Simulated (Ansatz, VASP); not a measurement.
**Y: VASP beside Ansatz**

One calculation is typed for both programs; each brings its own data sets. How far apart do they land? The cell is taken from a series of runs on this material, whose earlier steps may have relaxed, scaled, displaced or heated it; both programs get it as it stands.

Main program and level: Ansatz 0.2.0; plane waves, with VASP 6.6.1 beside it; relaxation of cell and atoms at PBEsol.

### 1. Set-up

The structure is hexagonal, space group P6_3/mmc (No. 194). The conventional cell has a = 3.597 Å, b = 3.597 Å, c = 5.583 Å, α = 90.00°, β = 90.00°, γ = 120.00°. Y has 12 Y at 3.48 to 3.60 Å nearest.

Structure file:

```cif
data_structure
_symmetry_space_group_name_H-M 'P6_3/mmc'
_symmetry_Int_Tables_number 194
_cell_length_a 3.5974
_cell_length_b 3.5974
_cell_length_c 5.5828
_cell_angle_alpha 90.000
_cell_angle_beta 90.000
_cell_angle_gamma 120.000
_cell_volume 62.57
loop_
_atom_site_label
_atom_site_type_symbol
_atom_site_symmetry_multiplicity
_atom_site_Wyckoff_symbol
_atom_site_fract_x
_atom_site_fract_y
_atom_site_fract_z
_atom_site_occupancy
Y1 Y 2 c 0.66667 0.33333 0.75000 1
```

### 2. VASP: relaxation of cell and atoms, PBEsol, pair 1

The relaxed volume is the usual yardstick between codes: in a stiff, nearly cubic crystal its relative difference is about their pressure difference at one cell divided by the bulk modulus.

Lines of VASP's logs that name or quote its potential files are left out, and so is its time.

The input, INCAR:

```
SYSTEM = Y
PREC = Accurate
ENCUT = 500
EDIFF = 1E-07
NELM = 120
ISMEAR = 1
SIGMA = 0.2
LREAL = .FALSE.
ALGO = Normal
GGA = PS
NBANDS = 17
LASPH = .TRUE.
LORBIT = 11
LWAVE = .FALSE.
LCHARG = .FALSE.
ISIF = 3
IBRION = 2
NSW = 80
EDIFFG = -0.005
GGA_COMPAT = .FALSE.
NELMIN = 4
KPAR = 2
```

The input, POSCAR:

```
Y
1.0
    3.5973600000      0.0000000000      0.0000000000
   -1.7986800000      3.1154050000      0.0000000000
    0.0000000000      0.0000000000      5.5828340000
Y
2
Direct
    0.6666666132      0.3333332263      0.7499999104
    0.3333333868      0.6666667737      0.2499999104
```

The input, KPOINTS:

```
Automatic mesh
0
Gamma
15 15 8
0 0 0
```

The projector-augmented-wave data sets are Y_sv (PBE family, release 64).

Started as:

```
$ mpirun -np 2 vasp_std
```

Numbers of over 12 decimals in the logs are rounded to 6 here.

Log:

```text
[banner, memory and clock lines left out]
running    2 mpi-ranks, on    1 nodes
 distrk:  each k-point on    1 cores,    2 groups
 distr:  one band on    1 cores,    1 groups

 POSCAR found type information on POSCAR Y
 POSCAR found :  1 types and       2 ions
|                                                                             |
|               ----> ADVICE to this user running VASP <----                  |
|                                                                             |
|     You enforced a specific xc type in the INCAR file but a different       |
|     [... a line on the potential file left out ...]
|     I HOPE YOU KNOW WHAT YOU ARE DOING!                                     |
|                                                                             |

 LDA part: xc-table for (Slater+PW92), standard interpolation
 POSCAR, INCAR and KPOINTS ok, starting setup
 FFT: planning ... GRIDC
 FFT: planning ... GRID_SOFT
 FFT: planning ... GRID
 WAVECAR not read
 entering main loop
       N       E                     dE             d eps       ncg     rms          rms(c)
DAV:   1     0.857939478534E+02    0.85794E+02   -0.11264E+04  4590   0.120E+03
DAV:   2    -0.686235842973E+01   -0.92656E+02   -0.91312E+02  5757   0.263E+02
DAV:   3    -0.138989266390E+02   -0.70366E+01   -0.69891E+01  8218   0.441E+01
DAV:   4    -0.140709916586E+02   -0.17207E+00   -0.17180E+00  5384   0.720E+00
DAV:   5    -0.140754089164E+02   -0.44173E-02   -0.44164E-02  7039   0.862E-01    0.342E+01
DAV:   6    -0.137137493608E+02    0.36166E+00   -0.45134E-01  4965   0.428E+00    0.211E+01
DAV:   7    -0.136526651824E+02    0.61084E-01   -0.87742E-01  6194   0.544E+00    0.181E+00
DAV:   8    -0.136399189066E+02    0.12746E-01   -0.15353E-01  5748   0.238E+00    0.814E-01
DAV:   9    -0.136394350630E+02    0.48384E-03   -0.46159E-03  6509   0.438E-01    0.337E-01
DAV:  10    -0.136394901164E+02   -0.55053E-04   -0.11965E-03  5335   0.314E-01    0.166E-01
DAV:  11    -0.136394773615E+02    0.12755E-04   -0.63883E-05  7067   0.657E-02    0.247E-02
DAV:  12    -0.136394742303E+02    0.31311E-05   -0.15073E-05  5525   0.341E-02    0.244E-02
DAV:  13    -0.136394752219E+02   -0.99153E-06   -0.42194E-06  5316   0.197E-02    0.241E-03
DAV:  14    -0.136394753603E+02   -0.13840E-06   -0.17148E-07  5271   0.261E-03    0.757E-04
DAV:  15    -0.136394752824E+02    0.77874E-07   -0.21559E-08  3183   0.120E-03
   1 F= -.13639475E+02 E0= -.13638850E+02  d E =-.136395E+02
 curvature:   0.00 expect dE= 0.000E+00 dE for cont linesearch  0.000E+00
 trial: gam= 0.00000 g(F)=  0.803E-41 g(S)=  0.145E-03 ort = 0.000E+00 (trialstep = 0.100E+01)
 search vector abs. value=  0.145E-03
 bond charge predicted
       N       E                     dE             d eps       ncg     rms          rms(c)
DAV:   1    -0.136412808277E+02   -0.18055E-02   -0.36311E-02  6648   0.121E+00    0.300E-01
DAV:   2    -0.136397677166E+02    0.15131E-02   -0.42698E-03  6311   0.411E-01    0.138E-01
DAV:   3    -0.136393930111E+02    0.37471E-03   -0.31715E-03  7140   0.276E-01    0.864E-02
DAV:   4    -0.136394563850E+02   -0.63374E-04   -0.23269E-04  5567   0.846E-02    0.420E-02
DAV:   5    -0.136395267136E+02   -0.70329E-04   -0.12576E-04  8153   0.431E-02    0.169E-02
DAV:   6    -0.136395267056E+02    0.79244E-08   -0.35498E-06  6013   0.111E-02    0.112E-02
DAV:   7    -0.136395339923E+02   -0.72867E-05   -0.56112E-06  6293   0.145E-02    0.316E-03
DAV:   8    -0.136395341159E+02   -0.12353E-06   -0.57265E-07  6272   0.291E-03    0.735E-04
DAV:   9    -0.136395342345E+02   -0.11865E-06   -0.50932E-08  2999   0.112E-03    0.359E-04
DAV:  10    -0.136395342066E+02    0.27925E-07   -0.14090E-08  2649   0.557E-04
   2 F= -.13639534E+02 E0= -.13638936E+02  d E =-.589242E-04
 trial-energy change:   -0.000059  1 .order   -0.000058   -0.000145    0.000028
 step:   0.8412(harm=  0.8390)  dis= 0.00000  next Energy=   -13.639536 (dE=-0.611E-04)
 bond charge predicted
       N       E                     dE             d eps       ncg     rms          rms(c)
DAV:   1    -0.136395809980E+02   -0.46763E-04   -0.91779E-04  6652   0.192E-01    0.478E-02
DAV:   2    -0.136395438259E+02    0.37172E-04   -0.10894E-04  6247   0.654E-02    0.221E-02
DAV:   3    -0.136395351607E+02    0.86652E-05   -0.81285E-05  7113   0.440E-02    0.138E-02
DAV:   4    -0.136395359017E+02   -0.74099E-06   -0.57887E-06  5497   0.135E-02    0.660E-03
DAV:   5    -0.136395366250E+02   -0.72331E-06   -0.32143E-06  8123   0.691E-03    0.261E-03
DAV:   6    -0.136395365845E+02    0.40543E-07   -0.77388E-08  3142   0.173E-03
   3 F= -.13639537E+02 E0= -.13638934E+02  d E =-.613021E-04
 curvature:  -0.42 expect dE=-0.241E-06 dE for cont linesearch -0.107E-06
 trial: gam=-0.03803 g(F)=  0.221E-40 g(S)=  0.574E-06 ort = 0.607E-05 (trialstep = 0.968E+00)
 search vector abs. value=  0.321E-06
 reached required accuracy - stopping structural energy minimisation
```

Parts of OUTCAR (step 2):

```text
ion  position               nearest neighbor table
   1  0.667  0.333  0.750-   2 3.48   2 3.48   2 3.48   2 3.48   2 3.48   2 3.48
   2  0.333  0.667  0.250-   1 3.48   1 3.48   1 3.48   1 3.48   1 3.48   1 3.48

  LATTYP: Found a hexagonal cell.
 ALAT       =     3.5973600000
 C/A-ratio  =     1.5519253008

 Subroutine GETGRP returns: Found 24 space group operations
 (whereof 12 operations were pure point group operations)

The static configuration has the point symmetry D_3d.
 The point group associated with its full space group is D_6h.

 Found    135 irreducible k-points:

   k-points           NKPTS =    135   k-points in BZ     NKDIM =    135   number of bands    NBANDS=     17

   dimension x,y,z NGX =    28 NGY =   28 NGZ =   42
   dimension x,y,z NGXF=    56 NGYF=   56 NGZF=   84

   ENCUT  =  500.0 eV  36.75 Ry    6.06 a.u.   6.56  6.56 10.18*2*pi/ulx,y,z

   NELECT =      22.0000    total number of electrons

 k-points in reciprocal lattice and weights: Automatic mesh
   0.00000000  0.00000000  0.00000000       0.001
   0.06666667  0.00000000  0.00000000       0.003
   0.13333333  0.00000000  0.00000000       0.003
   0.20000000  0.00000000  0.00000000       0.003
   0.26666667  0.00000000  0.00000000       0.003
   0.33333333  0.00000000  0.00000000       0.003
   0.40000000  0.00000000  0.00000000       0.003
   0.46666667  0.00000000  0.00000000       0.003
   0.06666667  0.06666667  0.00000000       0.003
[...]
0.33333333  0.26666667  0.50000000       0.007
   0.33333333  0.33333333  0.50000000       0.001

 average (electrostatic) potential at core
       1 -37.1715       2 -37.1715

 E-fermi :   3.1314

 k-point     1 :       0.0000    0.0000    0.0000
  band No.  band energies     occupation
    ...
      6     -19.0333      2.00000
      7     -19.0333      2.00000
      8     -18.9842      2.00000
      9      -1.6462      2.00000
     10       1.1979      2.00000
     11       4.2771     -0.00000
     12       4.8977     -0.00000
     13       4.8977     -0.00000
     14       5.3199     -0.00000
     15       5.5665     -0.00000
    ...

 k-point     2 :       0.0667    0.0000    0.0000
  band No.  band energies     occupation
    ...
      6     -19.0532      2.00000
      7     -19.0354      2.00000
      8     -18.9889      2.00000
      9      -1.5461      2.00000
     10       1.2912      2.00000
     11       4.1568     -0.00000
     12       4.6343     -0.00000
     13       4.9907     -0.00000
     14       5.4481     -0.00000
     15       5.5243     -0.00000
    ...

 k-point     3 :       0.1333    0.0000    0.0000
  band No.  band energies     occupation
    ...
      6     -19.1086      2.00000
      7     -19.0420      2.00000
      8     -19.0030      2.00000
      9      -1.2550      2.00000
     10       1.5511      2.00000
     11       3.8397     -0.00001
     12       4.1854     -0.00000
     13       5.1758     -0.00000
     14       5.2664     -0.00000
     15       5.5524     -0.00000
    ...

  Total        0.0001117      0.0001117     -0.0048763     -0.0000000      0.0000000      0.0000000
  in kB        0.0028678      0.0028678     -0.1252032     -0.0000000      0.0000000      0.0000000
  external PRESSURE =      -0.0398225 kB  Pullay stress =       0.0000000 kB

  energy-cutoff  :      500.00
  volume of cell :       62.40
      direct lattice vectors                 reciprocal lattice vectors
     3.594468495  0.000000000  0.000000000     0.278205248  0.160621882 -0.000000000
    -1.797234248  3.112900884  0.000000000     0.000000000  0.321243765  0.000000000
     0.000000000  0.000000000  5.576777856     0.000000000 -0.000000000  0.179315014

 POSITION                                       TOTAL-FORCE (eV/Angst)
 -----------------------------------------------------------------------------------
      1.79723      1.03763      4.18258         0.000000      0.000000      0.000000
     -0.00000      2.07527      1.39419        -0.000000     -0.000000      0.000000
 -----------------------------------------------------------------------------------
    total drift:                               -0.000000      0.000035      0.000411

  FREE ENERGIE OF THE ION-ELECTRON SYSTEM (eV)
  ---------------------------------------------------
  free  energy   TOTEN  =       -13.6395365845 eV

  energy  without entropy=      -13.6377288013  energy(sigma->0) =      -13.63893399

 reached required accuracy - stopping structural energy minimisation

 total charge
# of ion       s       p       d       f       tot
--------------------------------------------------
    1        2.291   6.234   0.967   0.008   9.499
    2        2.291   6.234   0.967   0.008   9.499
--------------------------------------------------
tot          4.581  12.467   1.934   0.015  18.998

[... 3 further parts left out ...]
```

CONTCAR:

```
Y
   1.00000000000000
     3.5944684953715456    0.0000000000000000    0.0000000000000000
    -1.7972342476857728    3.1129008838900014    0.0000000000000000
     0.0000000000000000    0.0000000000000000    5.5767778560646049
  Y
     2
Direct
     0.6666666132000003    0.3333332262999988    0.7499999103999997
     0.3333333867999997    0.6666667737000012    0.2499999103999997
```

### 3. Ansatz: relaxation of cell and atoms, PBEsol, pair 1

Ansatz runs on its PAW soft_1 files.

The same cell, functional, mesh and smearing now go to Ansatz, which takes its cutoff from its data sets.

The input, input.yaml:

```yaml
crystal:
  lattice:
    - [3.5973599226, 0.0, 0.0]
    - [-1.7986799613, 3.1154050795, 0.0]
    - [0.0, 0.0, 5.5828335466]
  atoms:
    - { symbol: "Y", position: [0.6666666667, 0.3333333333, 0.75] }
    - { symbol: "Y", position: [0.3333333333, 0.6666666667, 0.25] }
kpoints:
  mp_grid: { grid: [15, 15, 8] }
hamiltonian:
  xc: pbesol
  pseudopotentials: { kind: paw, azcp: { folder: soft_1 }, xc_functional: pbe }
scf:
  occupations: { method: methfessel_paxton, width: 0.2 }
output:
  forces: true
  stress: true
  eigenvalues: true
relax:
  adjacent_minimum: "off"
  f_tol: 0.001
  max_steps: 60
  cell: { stress_tol: 0.01 }
```

Started as:

```
$ ansatz run input.yaml --threads 8 --pin off --max-ram 16384MiB --backend cpu --events-out ev --progress --plain --runs-dir out
```

Log:

```text
Engine: ansatz 0.2.0, aarch64-unknown-linux-gnu
Pseudopotentials: kind: paw
Pseudopotential: Y, paw, valence charge 11, recommended cutoff 420 eV (normal), soft_1/Y.paw.azcp
Functional definition: PBEsol
  exchange = pbesol_x
  correlation = pbesol_c
Crystal: 2 atoms, lattice volume = 62.568 Å³
Basis set: ecut = 420 eV, 1207 PW (Γ), exchange–correlation on 50×50×80 points (8 copies of the dense FFT grid, shifted against one another)
Bands: 15, of which v1, the nominal top of the filled ones, is band 11 counted from 1 (10 counted from 0)
Symmetry: 24 space group operations
Space group: P63/mmc (ITA 194), of the structure as read, at distance tolerance 4.0e-5 Å
k-points: 135 of 1800
Non-local potential: Y, projectors of the file, l = 0: 3, l = 1: 2, l = 2: 2, l = 3: 1
PAW form: soft (Blöchl's): semilocal exchange-correlation on the pseudo side does not see the compensation charge
PAW frozen core: Y, regenerated for the run's functional, and the local potential with it (the file was generated under x = pbe(κ = 0.804, μ = 0.219515), c = pbe(β = 0.066725))
PAW one-centre angular grid: Y, 590 points (default); XC on 64 Gauss nodes
Initial density: superposition of atomic densities (chi_scale 0.1, normalization cell)
Initial wavefunctions: pseudopotential atomic-orbital guess
Functional: x = pbesol(κ = 0.804, μ = 0.123457), c = pbesol(β = 0.046)
SCF iter   1: F=—  HF=-7590.252030 eV  |F-HF|=—  |Δ(HF+E_count)|=         —  Δρ=1.39e-2  dr2=1.89e-1  ethr=3.10e-3  ⟨swp⟩=4.4  Hψ=8590  notcnv=0
preconditioner: auto → Kerker (q_TF=auto, 2.292 Å⁻¹)  [metal: Δε(μ)=0.003 eV  Ē_g=2.666 eV  σ=0.200 eV  W_gap=0.01  n_scr=10 (ndim 8)  ℏωp=11.5 eV  f_vac=0.000  D(μ)=3.76/eV (n_scr^D=34)]
SCF iter   2: F=—  HF=-7590.211544 eV  |F-HF|=—  |Δ(HF+E_count)|=   4.05e-2  S|Δr|=    0.00e0  Δρ=8.73e-3  dr2=7.45e-2  ethr=8.57e-4  ⟨swp⟩=1.0  Hψ=3105  notcnv=0
SCF iter   3: F=—  HF=-7590.186945 eV  |F-HF|=—  |Δ(HF+E_count)|=   2.46e-2  S|Δr|=    0.00e0  Δρ=1.39e-3  dr2=1.20e-3  ethr=3.38e-4  ⟨swp⟩=2.9  Hψ=3563  notcnv=0
SCF iter   4: F=—  HF=-7590.186872 eV  |F-HF|=—  |Δ(HF+E_count)|=   7.35e-5  S|Δr|=    0.00e0  Δρ=2.05e-4  dr2=2.30e-5  ethr=5.47e-6  ⟨swp⟩=1.9  Hψ=2481  notcnv=0
SCF iter   5: F=—  HF=-7590.186868 eV  |F-HF|=—  |Δ(HF+E_count)|=   3.81e-6  S|Δr|=    0.00e0  Δρ=4.72e-5  dr2=9.04e-7  ethr=1.04e-7  ⟨swp⟩=2.0  Hψ=3519  notcnv=0
SCF iter   6: F=-7590.186868 eV  HF=-7590.186868 eV  |F-HF|=3.11e-9  |Δ(HF+E_count)|=   1.24e-7  S|Δr|=    0.00e0  Δρ=7.78e-6  dr2=3.02e-8  ethr=4.55e-10  ⟨swp⟩=5.3  Hψ=9041  notcnv=0
SCF 1 converged in 6 iterations: F = -7590.186868 eV  dr2 = 3.02e-8
  greatest PAW one-centre occupation: 0.993 electrons in one spin orbital (limit 2), on the Y atom at site 1 (counted from 0), in its partial waves of l = 0
relax step   1: F+E_penalty+E_count = -7590.18686825 eV  Δ(F+E_penalty+E_count) = +0.000e0 eV  max|allowed force component| = 9.714e-17 eV/Å  Δτ_max = 0.0000 Å  P = +0.021 GPa  Ω = 62.568 Å³  (6 SCF iters, dr2 threshold 1.00e-7 eV, accepted)
[...]
relax step   2: F+E_penalty+E_count = -7590.18687311 eV  Δ(F+E_penalty+E_count) = -4.864e-6 eV  max|allowed force component| = 1.388e-17 eV/Å  Δτ_max = 0.0000 Å  P = -0.001 GPa  Ω = 62.601 Å³  energy of the carried Pulay correction = -8.951e-7 eV  (3 SCF iters, dr2 threshold 3.09e-9 eV, accepted)
[...]
relax step   3: F+E_penalty+E_count = -7590.18687396 eV  Δ(F+E_penalty+E_count) = -8.490e-7 eV  max|allowed force component| = 6.939e-18 eV/Å  Δτ_max = 0.0000 Å  P = -0.001 GPa  Ω = 62.601 Å³  stress off target by 9.39e-3 GPa  SCF on the basis re-selected at this cell (its energy is not comparable with the rows above)  (5 SCF iters)
basis re-selected at this cell: Δ(F+E_penalty+E_count) = -8.490e-7 eV, ΔP = -0.000 GPa vs the last step (what re-selecting the basis moved, of the pressure what is left beyond the Pulay correction that the steps carried, after the strain that the cell walked since its last selection, with what the two solves' SCF thresholds leave and, on support functions, any second-order correction that the steps lacked; it is no m [...]
SCF converged after 5 iterations
Stability not checked: this state was not tested for a lower state beside it, because cold or Methfessel-Paxton smearing, or corrected tetrahedra, fill the levels in a way that the test cannot read (fill_not_monotonic; see scf.lower_state_search)
Free energy (F): -7590.186874 eV
Harris-Foulkes:  -7590.186874 eV  (|F-HF|=3.64e-12)
Internal energy: -7590.184990 eV  (E = F + TS)
E sigma→0 (E₀):  -7590.186403 eV
Entropy (-TS):   -0.001884 eV (-0.942 meV/atom)
Fermi energy:    9.809074 eV
--- Per-component energies (eV) ---
  E_band       = -230.302490
  E_kinetic    = 631.600815
  E_local      = -1172.317674  (includes V_loc(G=0)·N_el)
  E_nonlocal   = 57.284504
  E_hartree    = 370.661846
  E_xc         = -353.834169
  E_vxc        = -408.986562  (∫ρ·V_xc dr)
  E_paw        = -5527.702207  (= ΣΔE_a)
  E_vpaw       = -79.207316  (= ΣTr[D̂ρ^β])
  E_aug_tail   = 0.000046  (compensation charges beyond the density's cutoff)
  E_ewald      = -1596.175698
  E_core_change = 0.297547  (= ΣΔE_core)
  E_smearing   = -0.001884  (= −TS)
  E_closure    = 0.000000  (closes the sum)
  Σ components = -7590.186874   (vs F -7590.186874, Δ=0.00e0)
--- Forces (eV/Å), atoms counted from 1 ---
  atom   1  Y      0.00000000     0.00000000     0.00000000
  atom   2  Y      0.00000000     0.00000000     0.00000000
  max |Σ_I F_I| component: 1.39e-17 eV/Å
--- Stress (GPa, compression-positive) ---
        0.003615       0.000000       0.000000
        0.000000       0.003615       0.000000
        0.000000       0.000000      -0.009387
  P = ⅓ Tr σ = -0.0007 GPa (-0.007 kbar)
--- Band table (eV; the first three rows and the last of 135) ---
  k-point 0: bands = [... 7 lower, -12.2939, 5.0818, 7.8955, 10.9384, 11.5744, 11.5744, 11.9974, 12.2415]
  k-point 1: bands = [... 7 lower, -12.3234, 5.1917, 7.8383, 10.8154, 11.5035, 11.5035, 11.8888, 12.1402]
  k-point 2: bands = [... 7 lower, -12.3589, 5.5094, 7.6185, 10.6148, 11.4043, 11.4043, 11.5940, 11.9071]
  k-point 134: bands = [... 7 lower, -12.4136, 9.4005, 9.4005, 9.4082, 9.4082, 10.2883, 10.2883, 12.6688]
--- Relaxed structure (2 steps of the walk, 2 accepted, 1 SCFs on fresh bases) ---
  F+E_penalty+E_count = -7590.18687396 eV   max|allowed force component| = 6.939e-18 eV/Å   (the final SCF, on the basis selected at the relaxed cell)
  cell:  # Å, volume = 62.6011 Å³
    - [3.598606, 0.0, 0.0]
    - [-1.799303, 3.116484, 0.0]
    - [0.0, 0.0, 5.581908]
  atoms:
    - { symbol: Y, position: [0.666667, 0.333333, 0.75] }
    - { symbol: Y, position: [0.333333, 0.666667, 0.250000] }
```

In the SCF lines HF is the Harris–Foulkes energy and dr2 the Hartree energy of the density residual, in eV; the loop may stop once dr2 is under the threshold and the program's other checks hold. Hψ counts applications of the Hamiltonian.

### 4. Side by side

Known differences besides the potentials themselves: the cutoff is 420 eV in Ansatz and 500 eV in VASP; Ansatz makes its cores anew for this functional, VASP keeps those of its PBE data sets; Ansatz adds a Pulay correction to the stress that steers its cell, VASP none. Total energies have different zeros and are not compared.

Compared:

```tsv
quantity	Ansatz	VASP	difference
volume (Å³)	62.60	62.40	+0.32 %
edge a after relaxation, in the typed setting (Å)	3.599	3.595	+0.11 %
edge c after relaxation, in the typed setting (Å)	5.582	5.577	+0.09 %
```

(Continued in part 2 of 2.)

[Lines on the potential files, build, host, timing and source positions are cut from VASP's logs without a mark.]

[Logs are printed without paths, hosts, clocks, repeated set-up lines and the standing remarks that a program may print on its own settings, such as how far it seeks lower states.]

[Hosts, paths, dates, database ids (printed as entryN), source tags and the programs' standing remarks are cut or masked in the printed files.]
